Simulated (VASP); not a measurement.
# Be3N2 (P6_3/mmc) in VASP: Born charges and dielectric tensor with LDA

Aim: the Born charges and dielectric tensor of Be3N2 with LDA.

Everything below comes from runs of VASP 6.6.1. Logs are shortened: lines on timing, memory, paths and dates and some standing lists are left out, and cuts for length are marked.

### 1 The crystal as given

Symmetry: P6_3/mmc, No. 194, hexagonal system. Conventional cell: a = 2.842 Å, b = 2.842 Å, c = 9.747 Å, α = 90.00°, β = 90.00°, γ = 120.00°. Be (site symmetry 3m) has 4 N at 1.67 to 1.81 Å as nearest neighbours. Around Be (site symmetry -6m2) lie 3 N at 1.64 Å. Around N (site symmetry -3m) lie 6 Be at 1.81 Å. N (site symmetry -6m2) is surrounded by 5 Be at 1.64 to 1.67 Å.

The cell comes from a database or a generator and needn't be the stable form of this composition.

### 2 Born charges and dielectric tensor, LDA

File INCAR:

```
ALGO = Fast
EDIFF = 1E-8
ENCUT = 600
IBRION = 8
ISIF = 2
ISMEAR = 0
LASPH = True
LCHARG = False
LEPSILON = True
LREAL = False
LWAVE = False
NELM = 60
NSW = 1
PREC = Accurate
SIGMA = 0.02
```

File KPOINTS:

```
k-points
0
Gamma
  9 9 2
```

File POSCAR:

```
Be3N2
1.0
    2.8416792300      0.0000000000      0.0000000000
   -1.4208396100      2.4609664000      0.0000000000
    0.0000000000      0.0000000000      9.7468410100
Be N
6 4
Direct
    0.3333333300      0.6666666700      0.0784859700
    0.6666666700      0.3333333300      0.5784859700
    0.6666666700      0.3333333300      0.9215140300
    0.3333333300      0.6666666700      0.4215140300
    0.0000000000      0.0000000000      0.2500000000
    0.0000000000      0.0000000000      0.7500000000
    0.0000000000      0.0000000000      0.0000000000
    0.0000000000      0.0000000000      0.5000000000
    0.3333333300      0.6666666700      0.2500000000
    0.6666666700      0.3333333300      0.7500000000
```

Potentials or basis: VASP PAW LDA potentials, release 64 (Be, N).

Launch:

```sh
cat potpaw_LDA.64/Be/POTCAR potpaw_LDA.64/N/POTCAR > POTCAR
mpirun -np 1 vasp_std > vasp.out
```

OUTCAR:

```text
EDIFF = 1E-8
   ENCUT = 600
   IBRION = 8
   ISIF = 2
   ISMEAR = 0
   LASPH = True
   LEPSILON = True
   LREAL = False
   NELM = 60
   NSW = 1
   PREC = Accurate

 ion  position               nearest neighbor table
   1  0.333  0.667  0.078-   9 1.67   7 1.81   7 1.81   7 1.81   3 2.24   3 2.24   3 2.24   5 2.34
                             5 2.34   5 2.34
   2  0.667  0.333  0.578-  10 1.67   8 1.81   8 1.81   8 1.81   4 2.24   4 2.24   4 2.24   6 2.34
                             6 2.34   6 2.34
   3  0.667  0.333  0.922-  10 1.67   7 1.81   7 1.81   7 1.81   1 2.24   1 2.24   1 2.24   6 2.34
                             6 2.34   6 2.34
   4  0.333  0.667  0.422-   9 1.67   8 1.81   8 1.81   8 1.81   2 2.24   2 2.24   2 2.24   5 2.34
                             5 2.34   5 2.34
   5  0.000  0.000  0.250-   9 1.64   9 1.64   9 1.64   1 2.34   4 2.34   4 2.34   1 2.34   4 2.34
                             1 2.34
   6  0.000  0.000  0.750-  10 1.64  10 1.64  10 1.64   2 2.34   3 2.34   3 2.34   2 2.34   3 2.34
                             2 2.34
   7  0.000  0.000  0.000-   1 1.81   3 1.81   1 1.81   3 1.81   3 1.81   1 1.81
   8  0.000  0.000  0.500-   2 1.81   4 1.81   4 1.81   2 1.81   2 1.81   4 1.81
   9  0.333  0.667  0.250-   5 1.64   5 1.64   5 1.64   1 1.67   4 1.67
  10  0.667  0.333  0.750-   6 1.64   6 1.64   6 1.64   2 1.67   3 1.67

  LATTYP: Found a hexagonal cell.
[... 1004 lines left out ...]
  7Y     0.000000    2.887418    0.000000    0.000000    0.086344    0.000000    0.000000    2.887418    0.000000    0.000000    0.086344    0.000000    0.000000    0.458804    0.000000    0.000000    0.458804    0.000000   -0.000000   -7.906421    0.000000   -0.000000   -0.057963    0.000000    0.000000    0.549626    0.000000    0.000000    0.549626    0.000000
  7Z    -0.000000    0.000000    6.043616   -0.000000    0.000000   -2.428020    0.000000    0.000000    6.043616   -0.000000    0.000000   -2.428020    0.000000    0.000000   -2.158046    0.000000    0.000000   -2.158046   -0.000000   -0.000000  -15.826416   -0.000000    0.000000    3.380294   -0.000000   -0.000000    4.765511   -0.000000   -0.000000    4.765511
  8X     0.086344    0.000000    0.000000    2.887418    0.000000    0.000000    0.086344    0.000000    0.000000    2.887418    0.000000    0.000000    0.458804    0.000000    0.000000    0.458804    0.000000    0.000000   -0.057963   -0.000000    0.000000   -7.906421   -0.000000    0.000000    0.549626    0.000000    0.000000    0.549626    0.000000    0.000000
  8Y     0.000000    0.086344    0.000000    0.000000    2.887418    0.000000    0.000000    0.086344    0.000000    0.000000    2.887418    0.000000    0.000000    0.458804    0.000000    0.000000    0.458804    0.000000   -0.000000   -0.057963    0.000000   -0.000000   -7.906421    0.000000    0.000000    0.549626    0.000000    0.000000    0.549626    0.000000
  8Z     0.000000   -0.000000   -2.428020    0.000000   -0.000000    6.043616    0.000000   -0.000000   -2.428020    0.000000   -0.000000    6.043616    0.000000   -0.000000   -2.158046    0.000000   -0.000000   -2.158046    0.000000    0.000000    3.380294    0.000000    0.000000  -15.826416    0.000000    0.000000    4.765511    0.000000    0.000000    4.765511
  9X     1.480990    0.000000    0.000000   -0.103523   -0.000000   -0.000000   -0.103523   -0.000000    0.000000    1.480990    0.000000   -0.000000   16.248175    0.000000    0.000000    0.035445    0.000000    0.000000    0.547971    0.000000    0.000000    0.547971    0.000000    0.000000  -20.189563   -0.000000    0.000000    0.055066    0.000000    0.000000
  9Y     0.000000    1.480990   -0.000000   -0.000000   -0.103523    0.000000   -0.000000   -0.103523   -0.000000    0.000000    1.480990    0.000000    0.000000   16.248175    0.000000    0.000000    0.035445    0.000000    0.000000    0.547971    0.000000    0.000000    0.547971    0.000000   -0.000000  -20.189563    0.000000    0.000000    0.055066    0.000000
  9Z    -0.000000    0.000000    8.526702   -0.000000   -0.000000   -2.790853   -0.000000    0.000000   -2.790853   -0.000000   -0.000000    8.526702    0.000000    0.000000    7.162017    0.000000    0.000000   -3.177484   -0.000000    0.000000    4.765912   -0.000000    0.000000    4.765912   -0.000000    0.000000  -29.814756   -0.000000    0.000000    4.826700
 10X    -0.103523   -0.000000    0.000000    1.480990    0.000000   -0.000000    1.480990    0.000000    0.000000   -0.103523   -0.000000   -0.000000    0.035445    0.000000    0.000000   16.248175    0.000000    0.000000    0.547971    0.000000    0.000000    0.547971    0.000000    0.000000    0.055066    0.000000    0.000000  -20.189563   -0.000000    0.000000
 10Y    -0.000000   -0.103523   -0.000000    0.000000    1.480990    0.000000    0.000000    1.480990   -0.000000   -0.000000   -0.103523    0.000000    0.000000    0.035445    0.000000    0.000000   16.248175    0.000000    0.000000    0.547971    0.000000    0.000000    0.547971    0.000000    0.000000    0.055066    0.000000   -0.000000  -20.189563    0.000000
 10Z    -0.000000    0.000000   -2.790853   -0.000000   -0.000000    8.526702   -0.000000    0.000000    8.526702   -0.000000   -0.000000   -2.790853    0.000000    0.000000   -3.177484    0.000000    0.000000    7.162017   -0.000000    0.000000    4.765912   -0.000000    0.000000    4.765912   -0.000000    0.000000    4.826700   -0.000000    0.000000  -29.814756

 Eigenvectors and eigenvalues of the dynamical matrix
   1 f  =   32.694772 THz   205.427311 2PiTHz 1090.580205 cm-1   135.214652 meV
   2 f  =   28.141206 THz   176.816411 2PiTHz  938.689588 cm-1   116.382624 meV
   3 f  =   28.141206 THz   176.816411 2PiTHz  938.689586 cm-1   116.382623 meV
   4 f  =   28.124323 THz   176.710333 2PiTHz  938.126433 cm-1   116.312801 meV
   5 f  =   28.124323 THz   176.710332 2PiTHz  938.126430 cm-1   116.312801 meV
   6 f  =   27.105138 THz   170.306607 2PiTHz  904.130097 cm-1   112.097795 meV
[... 19 lines left out ...]
  26 f  =    7.134944 THz    44.830177 2PiTHz  237.996124 cm-1    29.507745 meV
  27 f  =    7.134944 THz    44.830177 2PiTHz  237.996123 cm-1    29.507745 meV
  28 f/i=    0.003420 THz     0.021488 2PiTHz    0.114076 cm-1     0.014144 meV
  29 f/i=    0.003420 THz     0.021488 2PiTHz    0.114076 cm-1     0.014144 meV
  30 f/i=    0.008169 THz     0.051328 2PiTHz    0.272494 cm-1     0.033785 meV

 MACROSCOPIC STATIC DIELECTRIC TENSOR IONIC CONTRIBUTION
 ------------------------------------------------------
           7.855704     0.000000     0.000000
           0.000000     7.855704    -0.000000
           0.000000    -0.000000    27.332438
 ------------------------------------------------------

 ELASTIC MODULI CONTR FROM IONIC RELAXATION (kBar)
 Direction    XX          YY          ZZ          XY          YZ          ZX
 --------------------------------------------------------------------------------
 XX        -421.0253    418.0074     -6.7523     -0.0000     -0.0000     -0.0000
 YY         418.0074   -421.0253     -6.7523     -0.0000      0.0000      0.0000
 ZZ          -6.7523     -6.7523    -30.2154     -0.0000      0.0000     -0.0000
 XY          -0.0000     -0.0000     -0.0000   -419.5163     -0.0000      0.0000
 YZ          -0.0000      0.0000      0.0000     -0.0000     -9.2161     -0.0000
 ZX          -0.0000      0.0000     -0.0000      0.0000     -0.0000     -9.8642
 --------------------------------------------------------------------------------

 PIEZOELECTRIC TENSOR IONIC CONTR  for field in x, y, z        (C/m^2)
          XX          YY          ZZ          XY          YZ          ZX
  --------------------------------------------------------------------------------
  x     0.00000    -0.00000     0.00000     0.00000     0.00000    -0.00000
  y     0.00000    -0.00000     0.00000    -0.00000     0.00000    -0.00000
  z    -0.00000     0.00000    -0.00000     0.00000     0.00000    -0.00000
```

It took 29 min on 1 thread of Intel Xeon Platinum 8259CL at 2.50GHz (Skylake/Cascade Lake), shared host; peak memory 0.5 GiB.

Results:

```
Band gap on the k mesh                                  : 3.42 eV, indirect (least direct gap 4.71 eV)
Electronic dielectric tensor (diagonal)                 : 4.49, 4.49, 5.52
Born charges (mean of the diagonal)                     : Be +1.74, +1.78; N -2.79, -2.48 e
Highest phonon frequency at Γ, LO-TO splitting left out : 1091 cm⁻¹
```

Phonon frequencies in cm⁻¹ (negative: imaginary):
```csv
q point,frequencies
"(0.000, 0.000, 0.000)",0 0 0 238 238 246 253 253 334 351 351 399 506 506 507 507 514 514 517 517 670 693 810 877 904 938 938 939 939 1091
```

Electronic dielectric tensor:
```
4.49 0.00 0.00
0.00 4.49 0.00
0.00 0.00 5.52
```

Born effective charge tensors (e):
atom 1, Be
```
1.69 0.00 0.00
0.00 1.69 0.00
0.00 0.00 1.85
```
atom 2, Be
```
1.69 0.00 0.00
0.00 1.69 0.00
0.00 0.00 1.85
```
atom 3, Be
```
1.69 0.00 0.00
0.00 1.69 0.00
0.00 0.00 1.85
```
atom 4, Be
```
1.69 0.00 0.00
0.00 1.69 0.00
0.00 0.00 1.85
```
atom 5, Be
```
1.64 0.00 0.00
0.00 1.64 0.00
0.00 0.00 2.06
```
atom 6, Be
```
1.64 0.00 0.00
0.00 1.64 0.00
0.00 0.00 2.06
```
atom 7, N
```
-2.87  0.00  0.00
 0.00 -2.87  0.00
 0.00  0.00 -2.62
```
atom 8, N
```
-2.87  0.00  0.00
 0.00 -2.87  0.00
 0.00  0.00 -2.62
```
atom 9, N
```
-2.15  0.00  0.00
 0.00 -2.15  0.00
 0.00  0.00 -3.14
```
atom 10, N
```
-2.15  0.00  0.00
 0.00 -2.15  0.00
 0.00  0.00 -3.14
```

Caveat: an odd mesh through Γ misses points on the zone boundary, where band edges often lie.
